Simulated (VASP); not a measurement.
# Tl2Ir (P-3m1) in VASP: single point with HSE06

Aim: the single point of Tl2Ir with HSE06.

Everything below comes from runs of VASP 6.6.1. Logs are shortened: lines on timing, memory, paths and dates and some standing lists are left out, and cuts for length are marked.

**1. Starting point**

It takes space group P-3m1 (No. 164, trigonal). Conventional cell: a = 4.354 Å, b = 4.354 Å, c = 10.665 Å, α = 90.00°, β = 90.00°, γ = 120.00°. Tl (site symmetry 3m) has 1 Tl at 2.56 Å and 3 Ir at 2.63 Å as nearest neighbours. Tl (site symmetry 3m) is surrounded by 3 Tl at 2.56 Å. Around Ir (site symmetry 3m) lie 4 Tl at 2.63 to 3.02 Å.

The cell was built by a generator and needn't be a form met in nature.

**2. Single point, HSE06**

Contents of POSCAR:

```
Tl2Ir
1.0
    4.3539844100      0.0000000000      0.0000000000
   -2.1769927000      3.7706661300      0.0000000000
    0.0000000000      0.0000000000     10.6649188000
Tl Ir
4 2
Direct
    0.0000000000      0.0000000000      0.3800000000
    0.0000000000      0.0000000000      0.6200000000
    0.6667000000      0.3333000000      0.0230000000
    0.3333000000      0.6667000000      0.9770000000
    0.6667000000      0.3333000000      0.3060000000
    0.3333000000      0.6667000000      0.6940000000
```

Contents of INCAR.step1:

```
SYSTEM = Tl2Ir
ALGO     = Normal         ! electronic algorithm
EDIFF    = 1E-5           ! SCF threshold, eV
ENCUT    = 520            ! plane-wave cutoff, eV
GGA      = PE             ! functional
ISIF     = 2              ! what is computed and relaxed
ISMEAR   = -1             ! smearing method
LASPH    = .True.         ! aspherical terms in the spheres
LCHARG   = .False.        ! write CHGCAR
LREAL    = .False.        ! projectors in reciprocal space
LWAVE    = .True.         ! write WAVECAR
NBANDS   = 44             ! bands
NELM     = 100            ! most SCF steps
PREC     = Accurate       ! precision mode
SIGMA    = 0.1            ! smearing width, eV
```

Contents of INCAR.step2:

```
SYSTEM = Tl2Ir
ALGO     = Normal         ! electronic algorithm
EDIFF    = 1E-7           ! SCF threshold, eV
ENCUT    = 520            ! plane-wave cutoff, eV
GGA      = PE             ! functional
HFSCREEN = 0.2079         ! screening, 1/A
ISIF     = 2              ! what is computed and relaxed
ISMEAR   = -1             ! smearing method
ISTART   = 1            
LASPH    = .True.         ! aspherical terms in the spheres
LCHARG   = .False.        ! write CHGCAR
LHFCALC  = .True.         ! exact exchange
LREAL    = .False.        ! projectors in reciprocal space
LWAVE    = .False.        ! write WAVECAR
NBANDS   = 44             ! bands
NELM     = 100            ! most SCF steps
PREC     = Accurate       ! precision mode
PRECFOCK = Fast         
SIGMA    = 0.1            ! smearing width, eV
```

Contents of KPOINTS:

```
k-points
0
Gamma
  3 3 1
  0 0 0
```

Potentials or basis: VASP PAW PBE potentials, release 64 (Tl_d, Ir).

Run with:

```console
cat potpaw_PBE.64/Tl_d/POTCAR potpaw_PBE.64/Ir/POTCAR > POTCAR
cp INCAR.step1 INCAR
mpirun -np 1 vasp_std > vasp.out
cp INCAR.step2 INCAR
mpirun -np 1 vasp_std > vasp.out
```

OUTCAR:

```text
SYSTEM = Tl2Ir
   EDIFF = 1E-7
   ENCUT = 520
   GGA = PE
   HFSCREEN = 0.2079
   ISIF = 2
   ISMEAR = -1
   ISTART = 1
   LASPH = .True.
   LHFCALC = .True.
   LREAL = .False.
   NELM = 100
   PREC = Accurate
   PRECFOCK = Fast

 ion  position               nearest neighbor table
   1  0.000  0.000  0.380-   2 2.56   5 2.63   5 2.63   5 2.63
   2  0.000  0.000  0.620-   1 2.56   6 2.63   6 2.63   6 2.63
   3  0.667  0.333  0.023-   4 2.56   4 2.56   4 2.56   5 3.02
   4  0.333  0.667  0.977-   3 2.56   3 2.56   3 2.56   6 3.02
   5  0.667  0.333  0.306-   1 2.63   1 2.63   1 2.63   3 3.02
   6  0.333  0.667  0.694-   2 2.63   2 2.63   2 2.63   4 3.02

  LATTYP: Found a hexagonal cell.
 ALAT       =     4.3539844100
 C/A-ratio  =     2.4494618712

  Lattice vectors:

 A1 = (   4.3539844100,   0.0000000000,   0.0000000000)
 A2 = (  -2.1769927000,   3.7706661300,   0.0000000000)
 A3 = (   0.0000000000,   0.0000000000,  10.6649188000)

Analysis of symmetry for initial positions (statically):
=====================================================================
 Subroutine PRICEL returns:
 Original cell was already a primitive cell.

 Routine SETGRP: Setting up the symmetry group for a
 hexagonal supercell.

 Subroutine GETGRP returns: Found  4 space group operations
 (whereof  4 operations were pure point group operations)
 out of a pool of 24 trial point group operations.

The static configuration has the point symmetry C_2h.

Analysis of symmetry for dynamics (positions and initial velocities):
=====================================================================
 Subroutine PRICEL returns:
 Original cell was already a primitive cell.

 Routine SETGRP: Setting up the symmetry group for a
 hexagonal supercell.

 Subroutine GETGRP returns: Found  4 space group operations
 (whereof  4 operations were pure point group operations)
 out of a pool of 24 trial point group operations.

The dynamic configuration has the point symmetry C_2h.

 Subroutine INISYM returns: Found  4 space group operations
 (whereof  4 operations are pure point group operations),
 and found     1 'primitive' translations

[... 87 lines left out ...]
   ISIF   =      2    stress and relaxation
   ISYM   =      3    0-nonsym 1-usesym 2-fastsym
   POTIM  = 0.5000    time-step for ionic-motion
   TEBEG  =    0.0;   TEEND  =   0.0 temperature during run
   PSTRESS=    0.0 pullay stress
   NELECT =      70.0000    total number of electrons
   NUPDOWN=      -1.0000    fix difference up-down
   EMIN   =  10.00;   EMAX   =-10.00  energy-range for DOS
   EFERMI =   0.00;   METHOD = LEGACY
   ISMEAR =    -1;   SIGMA  =   0.10  broadening in eV -4-tet -1-fermi 0-gaus
   EFERMI_NEDOS =   21; number of points for ismear=-14 and -15
   IALGO  =     38    algorithm
   IMIX   =      1    mixing-type and parameters
     AMIX     =   0.40;   BMIX     =  1.00
     AMIX_MAG =   1.60;   BMIX_MAG =  1.00
  volume/ion in A,a.u.               =      29.18       196.93
  Fermi-wavevector in a.u.,A,eV,Ry     =   1.206017  2.279041 19.789353  1.454476
  Thomas-Fermi vector in A             =   2.341696
   LORBIT       =      0    0 simple, 1 ext, 2 COOP (PROOUT), +10 PAW based schemes
   GGA     = PE    functional components
   LHFCALC =     T    Hartree Fock is set to
   PRECFOCK=fast      Normal, Fast or Accurate (Low or Medium for compatibility)
   ENCUT4O =  -1.0   cutoff for four orbital integrals eV
   NKREDX  =     1    reduce k-point grid by
   NKREDY  =     1    reduce k-point grid by
   NKREDZ  =     1    reduce k-point grid by
   AEXX    =    0.2500 exact exchange contribution
   HFSCREEN=    0.2079 screening length (either q_TF or 0.3 A-1)
   HFSCREENC=   0.2079 screening length for correlation (either q_TF or 0.3 A-1)
   ENCUTFOCK=  -1.0 apply spherical cutoff to Coloumb kernel
   IVDW    =     0    specifies the selected vdW correction
   LEPSILON=     F    determine dielectric tensor
   LRPA    =     F    only Hartree local field effects (RPA)
 non-spin polarized calculation
  energy-cutoff  :      520.00
  volume of cell :      175.09
 maximum number of plane-waves:      4773
  NGX = 18; NGY = 18; NGZ = 48

 number of electron      70.0000002 magnetization

 Free energy of the ion-electron system (eV)
  ---------------------------------------------------
  ext. energy  EPLUGINS =         0.00000000
  ---------------------------------------------------
  free energy    TOTEN  =       -21.66605737 eV

  energy without entropy =      -21.45773063  energy(sigma->0) =      -21.56189400

 E-fermi :   4.6219     XC(G=0):  -8.0166

 val. band max:        4.5552811701   @ k =  -0.3333   0.3333   0.0000
 cond. band min:       4.7473991024   @ k =  -0.3333   0.3333   0.0000
 fundamental gap:      0.1921179323
 Fermi energy:         4.6219114267

 k-point     1 :       0.0000    0.0000    0.0000
  band No.  band energies     occupation
      1     -10.5382      2.00000
      2     -10.5374      2.00000
      3     -10.4948      2.00000
      4     -10.2612      2.00000
      5     -10.2607      2.00000
      6      -9.4645      2.00000
[... 177 lines left out ...]
     43      10.5162      0.00000
     44      11.0909      0.00000

------------------------ aborting loop because EDIFF is reached ----------------------------------------

  FORCE on cell =-STRESS in cart. coord.  units (eV):
  Direction    XX          YY          ZZ          XY          YZ          ZX
  --------------------------------------------------------------------------------------
  -------------------------------------------------------------------------------------
  Total       10.0460497     10.0479432      1.4822861      0.0016153      0.0003185     -0.0005524
  in kB       91.9270669     91.9443928     13.5637609      0.0147805      0.0029141     -0.0050544
  external PRESSURE =      65.8117402 kB  Pullay stress =       0.0000000 kB

 VOLUME and BASIS-vectors are now :
 -----------------------------------------------------------------------------
  energy-cutoff  :      520.00
  volume of cell :      175.09
      direct lattice vectors                 reciprocal lattice vectors
     4.353984410  0.000000000  0.000000000     0.229674685  0.132602595  0.000000000
    -2.176992700  3.770666130  0.000000000     0.000000000  0.265205130  0.000000000
     0.000000000  0.000000000 10.664918800     0.000000000  0.000000000  0.093765365

 POSITION                                       TOTAL-FORCE (eV/Angst)
 -----------------------------------------------------------------------------------
      0.00000      0.00000      4.05267         0.002056     -0.001187     -2.554631
      0.00000      0.00000      6.61225        -0.002056      0.001187      2.554631
      2.17721      1.25676      0.24529        -0.006685      0.003860      2.858846
     -0.00022      2.51390     10.41963         0.006685     -0.003860     -2.858846
      2.17721      1.25676      3.26347        -0.001983      0.001145     -1.297326
     -0.00022      2.51390      7.40145         0.001983     -0.001145      1.297326
 -----------------------------------------------------------------------------------
    total drift:                                0.000000      0.000000     -0.000000

  FREE ENERGIE OF THE ION-ELECTRON SYSTEM (eV)
  ---------------------------------------------------
  free  energy   TOTEN  =       -21.6660573727 eV

  energy  without entropy=      -21.4577306329  energy(sigma->0) =      -21.56189400
```

OSZICAR.step1:

```text
N       E                     dE             d eps       ncg     rms          rms(c)
DAV:   1     0.504533326525E+03    0.50453E+03   -0.35208E+04   352   0.149E+03
DAV:   2     0.422384054338E+01   -0.50031E+03   -0.47564E+03   352   0.370E+02
DAV:   3    -0.181291685620E+02   -0.22353E+02   -0.21545E+02   396   0.775E+01
DAV:   4    -0.187183497935E+02   -0.58918E+00   -0.58484E+00   388   0.120E+01
DAV:   5    -0.187347594524E+02   -0.16410E-01   -0.16379E-01   436   0.192E+00    0.158E+01
DAV:   6    -0.182515210455E+02    0.48324E+00   -0.20511E+00   448   0.804E+00    0.114E+01
DAV:   7    -0.185583974258E+02   -0.30688E+00   -0.25751E+00   440   0.933E+00    0.650E+00
DAV:   8    -0.179926123518E+02    0.56579E+00   -0.98660E-01   448   0.590E+00    0.116E+00
DAV:   9    -0.179901032803E+02    0.25091E-02   -0.57143E-02   392   0.107E+00    0.613E-01
DAV:  10    -0.179890835454E+02    0.10197E-02   -0.11559E-02   384   0.598E-01    0.186E-01
DAV:  11    -0.179887814012E+02    0.30214E-03   -0.80861E-04   392   0.174E-01    0.845E-02
DAV:  12    -0.179888125162E+02   -0.31115E-04   -0.16252E-04   392   0.638E-02    0.290E-02
DAV:  13    -0.179888269336E+02   -0.14417E-04   -0.41545E-05   316   0.394E-02    0.145E-02
DAV:  14    -0.179888295556E+02   -0.26220E-05   -0.84647E-06   248   0.146E-02
   1 F= -.17988830E+02 E0= -.17869097E+02  d E =-.239466E+00
```

Wall time 15 min (1 thread of Intel Xeon Platinum 8488C (Sapphire Rapids), shared host); peak memory 0.39 GiB.

What came out:

```yaml
Free_energy: -21.6661 eV
Pressure: 6.6 GPa
Largest_force: 2.859 eV/Å
Band_gap_on_the_k_mesh: none (metal or under the smearing width)
```

Forces on the atoms (eV/Å):
```
Tl   0.002 -0.001 -2.555
Tl  -0.002  0.001  2.555
Tl  -0.007  0.004  2.859
Tl   0.007 -0.004 -2.859
Ir  -0.002  0.001 -1.297
Ir   0.002 -0.001  1.297
```

Stress tensor (GPa, compression positive):
```
9.19 0.00 0.00
0.00 9.19 0.00
0.00 0.00 1.36
```

Caveat: the k mesh is coarse (spacing up to 0.59 Å⁻¹), so the values aren't converged, least of all with exact exchange; the PAW data sets were made with another functional, which shifts forces and pressure a little. Spin-orbit coupling is left out, which matters for the levels of Ir, Tl.
